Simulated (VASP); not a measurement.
Method: PBE GGA, VASP's PBE PAW potentials (set 64) (plane waves; VASP).

VASP ran on this input.

**INCAR**
```
SYSTEM = KBr
PREC = Accurate
ENCUT = 300
EDIFF = 1E-6
NELM = 100
ALGO = Normal
LREAL = .FALSE.
LASPH = .TRUE.
ISMEAR = -1
SIGMA = 0.05
GGA = PE
LMAXMIX = 4
LWAVE = .FALSE.
LCHARG = .FALSE.
ISIF = 2
```

**POSCAR**
```
KBr
1
    0.0000000000     3.2340000000     3.2340000000
    3.2340000000     0.0000000000     3.2340000000
    3.2340000000     3.2340000000     0.0000000000
K Br
1 1
Direct
  0.0000000000   0.0000000000   0.0000000000
  0.5000000000   0.5000000000   0.5000000000
```

### KPOINTS
```
Regular mesh
0
G
6 6 6
```

POTCAR, in this order: K_sv Br (PBE.64 set). Program: vasp_std.

What VASP printed:

**OUTCAR**
```
 ion  position               nearest neighbor table
   1  0.000  0.000  0.000-   2 3.23   2 3.23   2 3.23   2 3.23   2 3.23   2 3.23
   2  0.500  0.500  0.500-   1 3.23   1 3.23   1 3.23   1 3.23   1 3.23   1 3.23
  LATTYP: Found a face centered cubic cell.
 ALAT       =     6.4680000000
 Subroutine PRICEL returns:
 Original cell was already a primitive cell.
 Subroutine GETGRP returns: Found 48 space group operations
The static configuration has the point symmetry O_h .
The dynamic configuration has the point symmetry O_h .
 Subroutine INISYM returns: Found 48 space group operations
 Subroutine IBZKPT returns following result:
 Found     16 irreducible k-points:

 Following reciprocal coordinates:
            Coordinates               Weight
  0.000000  0.000000  0.000000      1.000000
  0.166667  0.000000  0.000000      8.000000
  0.333333  0.000000  0.000000      8.000000
  0.500000  0.000000  0.000000      4.000000
  0.166667  0.166667  0.000000      6.000000
  0.333333  0.166667  0.000000     24.000000
  0.500000  0.166667  0.000000     24.000000
 -0.333333  0.166667  0.000000     24.000000
 -0.166667  0.166667  0.000000     12.000000
  0.333333  0.333333  0.000000      6.000000
  0.500000  0.333333  0.000000     24.000000
 -0.333333  0.333333  0.000000     12.000000
  0.500000  0.500000  0.000000      3.000000
  0.500000  0.333333  0.166667     24.000000
 -0.333333  0.333333  0.166667     24.000000
 -0.333333  0.500000  0.166667     12.000000
   k-points           NKPTS =     16   k-points in BZ     NKDIM =     16   number of bands    NBANDS=     12
   number of dos      NEDOS =    301   number of ions     NIONS =      2
   total plane-waves  NPLWV =  21952
   dimension x,y,z NGX =    28 NGY =   28 NGZ =   28
   dimension x,y,z NGXF=    56 NGYF=   56 NGZF=   56
   ions per type =               1   1
   PREC   = accura    normal or accurate (medium, high low for compatibility)
   ISTART =      0    job   : 0-new  1-cont  2-samecut
   ICHARG =      2    charge: 1-file 2-atom 10-const
   ISPIN  =      1    spin polarized calculation?
   LNONCOLLINEAR =      F non collinear calculations
   LSORBIT =      F    spin-orbit coupling
   INIWAV =      1    electr: 0-lowe 1-rand  2-diag
   ENCUT  =  300.0 eV  22.05 Ry    4.70 a.u.   6.46  6.46  6.46*2*pi/ulx,y,z
   NELM   =    100;   NELMIN=  2; NELMDL= -5     # of ELM steps
   EDIFF  = 0.1E-05   stopping-criterion for ELM
   LREAL  =      F    real-space projection
   NLSPLINE    = F    spline interpolate recip. space projectors
   LMAXMIX     =    4 max onsite mixed and CHGCAR
   VOSKOWN=      0    Vosko Wilk Nusair interpolation
   EDIFFG = 0.1E-04   stopping-criterion for IOM
   NSW    =      0    number of steps for IOM
   NBLOCK =      1;   KBLOCK =      1    inner block; outer block
   IBRION =     -1    ionic relax: 0-MD 1-quasi-New 2-CG
   NFREE  =      0    steps in history (QN), initial steepest desc. (CG)
   ISIF   =      2    stress and relaxation
   ISYM   =      2    0-nonsym 1-usesym 2-fastsym
   TEIN   =    0.0    initial temperature
   TEBEG  =    0.0;   TEEND  =   0.0 temperature during run
   SMASS  =  -3.00    Nose mass-parameter (am)
   PSTRESS=    0.0 pullay stress
   NELECT =      16.0000    total number of electrons
   EFERMI =   0.00;   METHOD = LEGACY
   ISMEAR =    -1;   SIGMA  =   0.05  broadening in eV -4-tet -1-fermi 0-gaus
   IALGO  =     38    algorithm
   LDIAG  =      T    sub-space diagonalisation (order eigenvalues)
   IMIX   =      4    mixing-type and parameters
     AMIX     =   0.40;   BMIX     =  1.00
     AMIX_MAG =   1.60;   BMIX_MAG =  1.00
     AMIN     =   0.10
   GGA     = PE    functional components
   VOSKOWN =     0    Vosko Wilk Nusair interpolation
   LHFCALC =     F    Hartree Fock is set to
...
```

File OSZICAR:
```
       N       E                     dE             d eps       ncg     rms          rms(c)
DAV:   1     0.693678033980E+02    0.69368E+02   -0.51649E+03   384   0.764E+02
DAV:   2    -0.246722025640E+01   -0.71835E+02   -0.68034E+02   500   0.212E+02
DAV:   3    -0.623409961083E+01   -0.37669E+01   -0.37524E+01   492   0.438E+01
DAV:   4    -0.633946720101E+01   -0.10537E+00   -0.10526E+00   620   0.734E+00
DAV:   5    -0.634086064530E+01   -0.13934E-02   -0.13934E-02   504   0.761E-01    0.364E+00
DAV:   6    -0.617953725374E+01    0.16132E+00   -0.26670E-01   464   0.274E+00    0.264E+00
DAV:   7    -0.616986515453E+01    0.96721E-02   -0.13674E-01   476   0.213E+00    0.114E+00
DAV:   8    -0.617808472978E+01   -0.82196E-02   -0.14089E-02   504   0.973E-01    0.129E-01
DAV:   9    -0.617860696891E+01   -0.52224E-03   -0.51566E-04   492   0.153E-01    0.801E-02
DAV:  10    -0.617907295032E+01   -0.46598E-03   -0.56652E-04   440   0.160E-01    0.194E-02
DAV:  11    -0.617907825551E+01   -0.53052E-05   -0.17980E-05   536   0.275E-02    0.406E-03
DAV:  12    -0.617908079435E+01   -0.25388E-05   -0.39959E-06   448   0.149E-02    0.451E-03
DAV:  13    -0.617908080360E+01   -0.92471E-08   -0.26666E-07   352   0.347E-03
   1 F= -.61790808E+01 E0= -.61790808E+01  d E =-.573983E-10
```

File OUTCAR:
```
------------------------ aborting loop because EDIFF is reached ----------------------------------------
  FORCE on cell =-STRESS in cart. coord.  units (eV):
  Direction    XX          YY          ZZ          XY          YZ          ZX
  --------------------------------------------------------------------------------------
  Total        0.7628889      0.7628889      0.7628889      0.0000000      0.0000000     -0.0000000
  in kB       18.0684884     18.0684884     18.0684884      0.0000000      0.0000000     -0.0000000
  external PRESSURE =      18.0684884 kB  Pullay stress =       0.0000000 kB
  volume of cell :       67.65
      direct lattice vectors                 reciprocal lattice vectors
     0.000000000  3.234000000  3.234000000    -0.154607297  0.154607297  0.154607297
     3.234000000  0.000000000  3.234000000     0.154607297 -0.154607297  0.154607297
     3.234000000  3.234000000  0.000000000     0.154607297  0.154607297 -0.154607297
  FREE ENERGIE OF THE ION-ELECTRON SYSTEM (eV)
  ---------------------------------------------------
  free  energy   TOTEN  =        -6.1790808036 eV

  energy  without entropy=       -6.1790808035  energy(sigma->0) =       -6.17908080
```
(Selected blocks of OUTCAR.)

At this cut-off the stress carries a Pulay error, which pulls relaxed volumes low.

The structure is a typed KBr crystal (Fm-3m). The cell was not relaxed at this level, and its volume differs by -5.9 % from the start's.
